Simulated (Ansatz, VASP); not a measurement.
# TePbS (1T-PbSTe monolayer): VASP beside Ansatz, part 2 of 2

Aim: how closely do two programs agree when they are given the same cell, functional and k mesh? The structure shown is the start of the Ansatz relaxation below; VASP solves that cell, so the two are compared at the walk's first step.

VASP 6.6.1 and Ansatz 0.2.0.

So far: The structure; Ansatz: relaxation, PBE with D3(BJ).

## 3. VASP: single point, PBE with D3(BJ), start cell

Level of this step: PBE with D3(BJ); plane waves and PAW (Te, Pb_d, S) (VASP).

The same cell, functional, mesh and smearing now go to VASP, with its own data sets.

Lines of VASP's logs that name or quote its potential files are left out, and so is its time.

INCAR

```
SYSTEM = TePbS
PREC = Accurate
ENCUT = 400
EDIFF = 1E-06
NELM = 120
ISMEAR = -1
SIGMA = 0.05
LREAL = .FALSE.
ALGO = Normal
GGA = PE
IVDW = 12
NBANDS = 19
LORBIT = 11
LWAVE = .FALSE.
LCHARG = .FALSE.
ISIF = 2
LDIPOL = .TRUE.
IDIPOL = 3
DIPOL = 0.5 0.5 0.503
LVHAR = .TRUE.
LASPH = .TRUE.
GGA_COMPAT = .FALSE.
NELMDL = -8
```

POSCAR

```
TePbS
1.0
    3.6456920000      0.0000000000      0.0000000000
   -1.8228460000      3.1572620000      0.0000000000
    0.0000000000      0.0000000000     36.6327320000
Te Pb S
1 1 1
Direct
    0.6666667195      0.3333334389      0.4613360532
    0.0000000000      0.0000000000      0.5081060293
    0.3333332805      0.6666665611      0.5386639468
```

KPOINTS

```
Automatic mesh
0
Gamma
12 12 1
0 0 0
```

PAW data sets: Te, Pb_d and S (PBE family, release 64).

Started as:

```console
$ mpirun -np 1 vasp_std
```

Numbers of over 12 decimals in the logs are rounded to 6 here.

Output:

```text
[banner, memory and clock lines left out]
running    1 mpi-ranks, on    1 nodes
 distrk:  each k-point on    1 cores,    1 groups
 distr:  one band on    1 cores,    1 groups

 POSCAR found type information on POSCAR TePbS
 POSCAR found :  3 types and       3 ions
 LDA part: xc-table for (Slater+PW92), standard interpolation
 POSCAR, INCAR and KPOINTS ok, starting setup
 FFT: planning ... GRIDC
 FFT: planning ... GRID_SOFT
 FFT: planning ... GRID
 WAVECAR not read
 entering main loop
       N       E                     dE             d eps       ncg     rms          rms(c)
DAV:   1     0.206576444569E+03    0.20658E+03   -0.86343E+03   874   0.792E+02
DAV:   2     0.132023864323E+02   -0.19337E+03   -0.18770E+03   953   0.250E+02
DAV:   3    -0.746411538883E+01   -0.20667E+02   -0.20568E+02   973   0.929E+01
DAV:   4    -0.803159453544E+01   -0.56748E+00   -0.56658E+00  1110   0.209E+01
DAV:   5    -0.804289428749E+01   -0.11300E-01   -0.11297E-01  1126   0.235E+00
DAV:   6    -0.804300799880E+01   -0.11371E-03   -0.11370E-03  1118   0.229E-01
DAV:   7    -0.804301155749E+01   -0.35587E-05   -0.35589E-05  1115   0.373E-02
DAV:   8    -0.804301159120E+01   -0.33713E-07   -0.33311E-07   873   0.411E-03    0.124E+01
DAV:   9    -0.761449147019E+01    0.42852E+00   -0.85439E-01  1065   0.135E+01    0.771E+00
DAV:  10    -0.758853001362E+01    0.25961E-01   -0.77169E-01   966   0.797E+00    0.139E+00
DAV:  11    -0.756624108429E+01    0.22289E-01   -0.16803E-01   932   0.370E+00    0.665E-01
DAV:  12    -0.756160164615E+01    0.46394E-02   -0.31309E-02   997   0.197E+00    0.163E-01
DAV:  13    -0.756153834150E+01    0.63305E-04   -0.38326E-03   954   0.739E-01    0.129E-01
DAV:  14    -0.756152999102E+01    0.83505E-05   -0.31035E-04  1081   0.182E-01    0.599E-02
[...]
DAV:  19    -0.756168243135E+01   -0.17441E-04   -0.96968E-07   862   0.936E-03    0.426E-03
DAV:  20    -0.756173399766E+01   -0.51566E-04   -0.33710E-06   701   0.649E-03    0.357E-03
DAV:  21    -0.756174892713E+01   -0.14929E-04   -0.70197E-07   848   0.453E-03    0.161E-03
DAV:  22    -0.756176744429E+01   -0.18517E-04   -0.34470E-07   790   0.347E-03    0.723E-04
DAV:  23    -0.756177600167E+01   -0.85574E-05   -0.11964E-07   824   0.116E-03    0.696E-04
DAV:  24    -0.756178045445E+01   -0.44528E-05   -0.52987E-08   796   0.106E-03    0.295E-04
DAV:  25    -0.756178199651E+01   -0.15421E-05   -0.23584E-08   791   0.513E-04    0.372E-04
DAV:  26    -0.756178251246E+01   -0.51595E-06   -0.31248E-09   768   0.285E-04
   1 F= -.85388260E+01 E0= -.85329693E+01  d E =-.117133E-01
```

OUTCAR, selected parts (step 3):

```text
ion  position               nearest neighbor table
   1  0.667  0.333  0.461-   2 2.71   2 2.71   2 2.71
   2  0.000  0.000  0.508-   3 2.38   3 2.38   3 2.38   1 2.71   1 2.71   1 2.71
   3  0.333  0.667  0.539-   2 2.38   2 2.38   2 2.38

  LATTYP: Found a hexagonal cell.
 ALAT       =     3.6456920000
 C/A-ratio  =    10.0482245895

 Subroutine GETGRP returns: Found  6 space group operations
 (whereof  6 operations were pure point group operations)

The static configuration has the point symmetry C_3v.

 Found     19 irreducible k-points:

   k-points           NKPTS =     19   k-points in BZ     NKDIM =     19   number of bands    NBANDS=     19

   dimension x,y,z NGX =    24 NGY =   24 NGZ =  240
   dimension x,y,z NGXF=    48 NGYF=   48 NGZF=  480

   ENCUT  =  400.0 eV  29.40 Ry    5.42 a.u.   5.95  5.95 59.74*2*pi/ulx,y,z

   NELECT =      26.0000    total number of electrons

 k-points in reciprocal lattice and weights: Automatic mesh
   0.00000000  0.00000000  0.00000000       0.007
   0.08333333 -0.00000000  0.00000000       0.042
   0.16666667 -0.00000000  0.00000000       0.042
   0.25000000 -0.00000000  0.00000000       0.042
   0.33333333 -0.00000000  0.00000000       0.042
   0.41666667 -0.00000000  0.00000000       0.042
   0.50000000 -0.00000000  0.00000000       0.021
   0.08333333  0.08333333  0.00000000       0.042
   0.16666667  0.08333333  0.00000000       0.083
[...]
0.33333333  0.25000000  0.00000000       0.083
   0.33333333  0.33333333  0.00000000       0.014

 dipolmoment           0.000000      0.000000      0.009221 electrons x Angstroem

 average (electrostatic) potential at core
       1 -96.9824       2-100.9028       3 -94.9271

 E-fermi :  -2.7166

 k-point     1 :       0.0000    0.0000    0.0000
  band No.  band energies     occupation
    ...
      7     -15.6012      2.00000
      8      -9.3065      2.00000
      9      -5.4901      2.00000
     10      -5.4901      2.00000
     11      -4.9993      2.00000
     12      -2.4431      0.00838
     13      -2.3277      0.00084
     14      -2.3277      0.00084
     15       0.6679      0.00000
     16       1.1503      0.00000
    ...

 k-point     2 :       0.0833   -0.0000    0.0000
  band No.  band energies     occupation
    ...
      8      -9.3454      2.00000
      9      -6.0814      2.00000
     10      -5.6530      2.00000
     11      -4.9338      2.00000
     12      -3.0780      1.99855
     13      -2.4182      0.00510
     14      -1.9770      0.00000
     15       0.6624      0.00000
     16       1.3525      0.00000
     17       1.4270      0.00000
    ...

 k-point     3 :       0.1667   -0.0000    0.0000
  band No.  band energies     occupation
    ...
      8      -9.5892      2.00000
      9      -7.0782      2.00000
     10      -6.0608      2.00000
     11      -4.8090      2.00000
     12      -4.3374      2.00000
     13      -2.6258      0.27964
     14      -1.5361      0.00000
     15       0.4563      0.00000
     16       1.8296      0.00000
     17       1.9852      0.00000
    ...

 Edisp (eV)   -0.97704

  Total      15.87135    15.87135    15.60971     0.00000    -0.00000     0.00000
  in kB      60.30656    60.30657    59.31241     0.00000    -0.00000     0.00000
  external pressure =       59.98 kB  Pullay stress =        0.00 kB

  energy-cutoff  :      400.00
  volume of cell :      421.66
      direct lattice vectors                 reciprocal lattice vectors
     3.645692000  0.000000000  0.000000000     0.274296348  0.158365064  0.000000000
    -1.822846000  3.157262000  0.000000000     0.000000000  0.316730129  0.000000000
     0.000000000  0.000000000 36.632732000     0.000000000  0.000000000  0.027297991

 POSITION                                       TOTAL-FORCE (eV/Angst)
 -----------------------------------------------------------------------------------
      1.82285      1.05242     16.90000         0.000000      0.000000     -5.198148
      0.00000      0.00000     18.61331         0.000000     -0.000000     -0.820437
     -0.00000      2.10484     19.73273        -0.000000     -0.000000      6.018585
 -----------------------------------------------------------------------------------
    total drift:                               -0.000000      0.000068      0.000474

  FREE ENERGIE OF THE ION-ELECTRON SYSTEM (eV)
  ---------------------------------------------------
  free  energy   TOTEN  =        -8.5388259975 eV

  energy  without entropy=       -8.5271126659  energy(sigma->0) =       -8.53296933

 vacuum level on the upper side and lower side of the slab         2.244         2.100

 total charge
# of ion       s       p       d       tot
------------------------------------------
    1        1.412   2.074   0.054   3.540
    2        1.205   1.160  10.000  12.365
    3        1.363   2.476   0.000   3.839
--------------------------------------------------
tot          3.980   5.709  10.055  19.744

[... 3 further parts left out ...]
```

## 4. Comparison

Known differences besides the potentials themselves: Ansatz cuts the interaction across the vacuum, VASP repeats the sheet with a dipole correction; the data sets hold 36 valence electrons in Ansatz (on its PAW soft_1 files) and 26 in VASP; the cutoff is 420 eV in Ansatz and 400 eV in VASP. Total energies have different zeros and are not compared.

Forces (eV/Å; atoms numbered as in POSCAR):

```csv
atom,"Ansatz x, y, z","VASP x, y, z"
Te1,"0.000, 0.000, -5.177","0.000, 0.000, -5.198"
Pb2,"0.000, 0.000, -0.855","0.000, 0.000, -0.820"
S3,"0.000, 0.000, 6.031","0.000, 0.000, 6.019"
```

The forces differ by 14 meV/Å r.m.s., which is 0.5 % of the r.m.s. force of 2.665 eV/Å (both taken over all components). With vacuum in the cell, a pressure given here is an average over mostly empty space and none of the material.

## 5. Outcome

```yaml
r_m_s_force_difference_single_point_pbe_with_d3_bj_start_cell: 0.53 % of the r.m.s. force
```

What this shows: The r.m.s. force difference is 0.53 % of the r.m.s. force (single point, PBE with D3(BJ), start cell), within the 3 % picked in this series as the mark of a large difference. The data sets hold unlike numbers of valence electrons (36 in Ansatz and 26 in VASP), so part of the differences comes from the potentials. 1 further run of this series is not shown here. Such differences can come from data sets, numerical settings and the points named under the comparisons, not from the functional's error against experiment.

[Lines on the potential files, build, host, timing and source positions are cut from VASP's logs without a mark.]

[Logs are printed without paths, hosts, clocks, repeated set-up lines and the standing remarks that a program may print on its own settings, such as how far it seeks lower states.]

[Hosts, paths, dates, database ids (printed as entryN), source tags and the programs' standing remarks are cut or masked in the printed files.]
